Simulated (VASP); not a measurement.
Output of a VASP run:

OSZICAR:
```
       N       E                     dE             d eps       ncg     rms          rms(c)
DAV:   1     0.115481705282E+03    0.11548E+03   -0.85469E+03   988   0.130E+03
DAV:   2    -0.116032166452E+02   -0.12708E+03   -0.12503E+03   992   0.365E+02
DAV:   3    -0.194647746770E+02   -0.78616E+01   -0.75319E+01  1534   0.735E+01
DAV:   4    -0.195791610462E+02   -0.11439E+00   -0.11426E+00  1378   0.939E+00
DAV:   5    -0.195811066433E+02   -0.19456E-02   -0.19454E-02  1410   0.116E+00    0.117E+01
DAV:   6    -0.188064965522E+02    0.77461E+00   -0.37344E+00  1592   0.247E+01    0.464E+00
DAV:   7    -0.187519617301E+02    0.54535E-01   -0.62129E-02  1054   0.206E+00    0.240E+00
DAV:   8    -0.187320341061E+02    0.19928E-01   -0.28566E-02  1508   0.152E+00    0.225E-01
DAV:   9    -0.187317228874E+02    0.31122E-03   -0.26287E-03  1232   0.456E-01    0.122E-01
DAV:  10    -0.187316672347E+02    0.55653E-04   -0.28602E-04  1324   0.142E-01    0.802E-02
DAV:  11    -0.187316634535E+02    0.37811E-05   -0.32006E-05  1294   0.432E-02    0.340E-02
DAV:  12    -0.187316640405E+02   -0.58700E-06   -0.71673E-06  1402   0.223E-02
   1 F= -.11394809E+02 E0= -.11394429E+02  d E =-.113948E+02
```

**OUTCAR**
```
------------------------ aborting loop because EDIFF is reached ----------------------------------------
  FORCE on cell =-STRESS in cart. coord.  units (eV):
  Direction    XX          YY          ZZ          XY          YZ          ZX
  --------------------------------------------------------------------------------------
  Total        7.2813362      7.2813362      7.2813362     -0.0000000     -0.0000000     -0.0000000
  in kB      198.4865821    198.4865821    198.4865821     -0.0000000     -0.0000000     -0.0000000
  external PRESSURE =      -1.5134179 kB  Pullay stress =     200.0000000 kB
  volume of cell :       58.77
      direct lattice vectors                 reciprocal lattice vectors
     3.888035054  0.000000000  0.000000000     0.257199327  0.000000000  0.000000000
     0.000000000  3.888035054  0.000000000     0.000000000  0.257199327  0.000000000
     0.000000000  0.000000000  3.888035054     0.000000000  0.000000000  0.257199327
 POSITION                                       TOTAL-FORCE (eV/Angst)
 -----------------------------------------------------------------------------------
      0.00000      0.00000      0.00000         0.000000      0.000000      0.000000
      0.00000      1.94402      1.94402         0.000000      0.000000      0.000000
      1.94402      0.00000      1.94402         0.000000      0.000000      0.000000
      1.94402      1.94402      0.00000         0.000000      0.000000      0.000000
 -----------------------------------------------------------------------------------
    total drift:                               -0.000000     -0.000000     -0.000000
  FREE ENERGIE OF THE ION-ELECTRON SYSTEM (eV)
  ---------------------------------------------------
  free  energy   TOTEN  =       -18.7316640405 eV

  energy  without entropy=      -18.7305227395  energy(sigma->0) =      -18.73128361
  enthalpy is  TOTEN    =       -11.3948091648 eV   P V=        7.3368548757

 reached required accuracy - stopping structural energy minimisation
```
(Selected blocks of OUTCAR.)

### POSCAR
```
Al3Sc
1
    3.8880350541     0.0000000000    -0.0000000000
    0.0000000000     3.8880350541     0.0000000000
   -0.0000000000     0.0000000000     3.8880350541
Sc Al
1 3
Direct
  0.0000000000   0.0000000000   0.0000000000
  0.0000000000   0.5000000000   0.5000000000
  0.5000000000   0.0000000000   0.5000000000
  0.5000000000   0.5000000000   0.0000000000
```

Q: Write an INCAR and KPOINTS that could have produced this output.

A: This is not unique; one that fits is the input of the run itself, PBE GGA, plane waves, VASP's PBE PAW potentials (set 64).

KPOINTS:
```
Regular mesh
0
Gamma
  8 8 8
```

INCAR:
```
GGA = PE   # PBE
IBRION = 2   # conjugate gradients
LMAXMIX = 4   # l cut-off of mixed one-centre charges
PREC = Accurate
ENCUT = 500
LREAL = .FALSE.   # projection in real space or not
NSW = 40
SYSTEM = Al3Sc
EDIFFG = -0.02   # ionic stop
PSTRESS = 200   # kbar
LCHARG = .FALSE.
NELM = 100   # most electronic steps
SIGMA = 0.1   # width (eV)
LWAVE = .FALSE.
LASPH = .TRUE.   # aspherical one-centre terms
EDIFF = 1E-6   # SCF stop (eV)
ALGO = Normal   # blocked Davidson
ISMEAR = 1   # Methfessel-Paxton
ISIF = 3   # ions, shape and volume
```

POTCAR, in this order: Sc_sv Al (PBE.64 set). Program: vasp_std.

The compound is Al3Sc in the L1_2 structure. It was relaxed first under an external pressure of 20 GPa.
